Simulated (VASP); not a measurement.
VASP ran on this input.

### INCAR
```
NSW = 40
EDIFFG = -0.02   ! ionic stop
LWAVE = .FALSE.
PREC = Accurate
LCHARG = .FALSE.
EDIFF = 1E-6   ! SCF stop (eV)
SIGMA = 0.05   ! width (eV)
NELM = 100
PSTRESS = 450   ! kbar
ALGO = Normal   ! blocked Davidson
IBRION = 2   ! conjugate gradients
ISMEAR = 0
ENCUT = 500   ! plane-wave cut-off (eV)
ISIF = 3   ! ions, shape and volume
GGA = PE
SYSTEM = K2S
LREAL = .FALSE.   ! projection in real space or not
LASPH = .TRUE.   ! aspherical one-centre terms
```

**KPOINTS**
```
Automatic
0
gamma
  6 6 6
0 0 0
```

POSCAR:
```
K2S
1
   -0.0000000000     3.0265654866     3.0265654866
    3.0265654866    -0.0000000000     3.0265654866
    3.0265654866     3.0265654866     0.0000000000
K S
2 1
Direct
  0.2500000000   0.2500000000   0.2500000000
  0.7500000000   0.7500000000   0.7500000000
  0.0000000000   0.0000000000   0.0000000000
```

POTCAR, in this order: K_sv S (PBE.64 set). Program: vasp_std.

Problem. Translate this PBE calculation to Ansatz.

Solution. One equivalent input (not run):
Ansatz 0.2 input:
```yaml
crystal:
  lattice:
    - [0.0000000, 3.0265655, 3.0265655]
    - [3.0265655, 0.0000000, 3.0265655]
    - [3.0265655, 3.0265655, 0.0000000]
  atoms:
    - { symbol: K, position: [0.2500000, 0.2500000, 0.2500000] }
    - { symbol: K, position: [0.7500000, 0.7500000, 0.7500000] }
    - { symbol: S, position: [0.0000000, 0.0000000, 0.0000000] }
kpoints:
  mp_grid: { grid: [6, 6, 6] }
hamiltonian:
  xc: pbe
  pseudopotentials: { kind: paw }
scf:
  occupations: { method: gaussian, width: 0.05 }
  max_iter: 100
relax:
  max_steps: 40
  f_tol: 0.02
  cell: { p_target: 45 }
output: { forces: true, stress: true, eigenvalues: true }
```
What does not carry over: each code has its own PAW files, so the cut-off isn't converted (ENCUT is set for VASP's; basis.ecutwfc is left out, and Ansatz then takes the one that its files recommend); Ansatz stops its SCF on the density residual and VASP on the energy change (EDIFF).

The compound is K2S in the antifluorite structure. It was relaxed first under an external pressure of 45 GPa.
